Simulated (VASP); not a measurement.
# RuC (relaxed from the NiAs type structure, space group P6_3/mmc): computed properties

The numbers are results of PBEsol GGA, VASP's PBE PAW potentials (set 64) (plane waves; VASP), not measurements.

```json
{
 "space_group": "P6_3/mmc (194)",
 "cell": "a = b = 2.887 Å, c = 5.353 Å, α = β = 90.00°, γ = 120.00°",
 "volume_per_atom": "9.66 Å^3/atom",
 "band gap (over mesh and band path)": "none (metal, semimetal or under 0.01 eV)",
 "density": "9.72 g/cm³"
}
```

```xyz
4
Lattice="2.8867 0.0000 0.0000 -1.4434 2.5000 0.0000 0.0000 0.0000 5.3528" Properties=species:S:1:pos:R:3 pbc="T T T"
Ru    -1.4434     2.5000     0.0000
Ru    -1.4434     2.5000     2.6764
C      0.0000     1.6667     1.3382
C      1.4434     0.8333     4.0146
```

The structure was generated: RuC was put into the NiAs type type (P6_3/mmc), which need not be its known phase. It was relaxed first, which changed the volume by -28 %. Symmetry was kept, so distortions that lower it aren't found.
